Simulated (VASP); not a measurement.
Wanted: the native input for a VASP 6.6.1 run.

- Task: band structure
- Functional: HSE06
- Potentials or basis: VASP PAW PBE potentials, release 64 (Zn, S)
- Cutoff: 520 eV
- k mesh: 6 × 6 × 6
- Occupations: gaussian, width 0.02 eV
- Spin: no spin polarisation
- Grid for exact exchange (PRECFOCK): Fast
- Screening parameter: 0.2 1/A
- Further INCAR settings: ALGO = Normal; EDIFF = 1e-06; NBANDS = 16

ZnS:

```xyz
2
Lattice="0.0000 2.7218 2.7218 2.7218 0.0000 2.7218 2.7218 2.7218 0.0000" Properties=species:S:1:pos:R:3 pbc="T T T"
Zn    1.3609    1.3609    1.3609
S     0.0000    0.0000    0.0000
```

These files were run (other wordings do the same):

POSCAR

```
ZnS
1.0
    0.0000000000      2.7217980000      2.7217980000
    2.7217980000      0.0000000000      2.7217980000
    2.7217980000      2.7217980000      0.0000000000
Zn S
1 1
Direct
    0.2500000000      0.2500000000      0.2500000000
    0.0000000000      0.0000000000      0.0000000000
```

INCAR.step1

```
SYSTEM = ZnS
PREC = Accurate
ENCUT = 520
EDIFF = 1E-5
ISMEAR = 0
SIGMA = 0.02
LREAL = .False.
LASPH = .True.
NELM = 80
ALGO = Normal
ISIF = 2
LWAVE = .True.
LCHARG = .False.
NBANDS = 16
GGA = PE
```

INCAR.step2

```
SYSTEM = ZnS
PREC = Accurate
ENCUT = 520
EDIFF = 1E-6
ISMEAR = 0
SIGMA = 0.02
LREAL = .False.
LASPH = .True.
NELM = 80
ALGO = Normal
ISIF = 2
LWAVE = .False.
LCHARG = .False.
GGA = PE
LHFCALC = .True.
HFSCREEN = 0.2
PRECFOCK = Fast
NBANDS = 16
ISTART = 1
```

KPOINTS

```
Automatic mesh
0
Gamma
  6 6 6
  0 0 0
```

KPOINTS_OPT

```
path GXWKGLUWLK,UX
8
line-mode
reciprocal
 0.0000000000  0.0000000000  0.0000000000  G
 0.5000000000  0.0000000000  0.5000000000  X

 0.5000000000  0.0000000000  0.5000000000  X
 0.5000000000  0.2500000000  0.7500000000  W

 0.5000000000  0.2500000000  0.7500000000  W
 0.3750000000  0.3750000000  0.7500000000  K

 0.3750000000  0.3750000000  0.7500000000  K
 0.0000000000  0.0000000000  0.0000000000  G

 0.0000000000  0.0000000000  0.0000000000  G
 0.5000000000  0.5000000000  0.5000000000  L

 0.5000000000  0.5000000000  0.5000000000  L
 0.6250000000  0.2500000000  0.6250000000  U

 0.6250000000  0.2500000000  0.6250000000  U
 0.5000000000  0.2500000000  0.7500000000  W

 0.5000000000  0.2500000000  0.7500000000  W
 0.5000000000  0.5000000000  0.5000000000  L

 0.5000000000  0.5000000000  0.5000000000  L
 0.3750000000  0.3750000000  0.7500000000  K

 0.6250000000  0.2500000000  0.6250000000  U
 0.5000000000  0.0000000000  0.5000000000  X
```

Potentials or basis: VASP PAW PBE potentials, release 64 (Zn, S).

The run is started by

```sh
$ cat potpaw_PBE.64/Zn/POTCAR potpaw_PBE.64/S/POTCAR > POTCAR
$ cp INCAR.step1 INCAR
$ mpirun -np 1 vasp_std > vasp.out
$ cp INCAR.step2 INCAR
$ mpirun -np 1 vasp_std > vasp.out
```

It gave:

```json
{
  "Pressure": "-0.7 GPa",
  "Band gap on the k mesh": "3.24 eV, direct",
  "Band gap along the path": "3.24 eV, direct"
}
```

Caveat: the PAW data sets were made with another functional, which shifts forces and pressure a little.

Run time: 43 min on 1 thread of AMD EPYC 9R45 (Zen 5), on a shared host, peak memory 0.3 GiB.
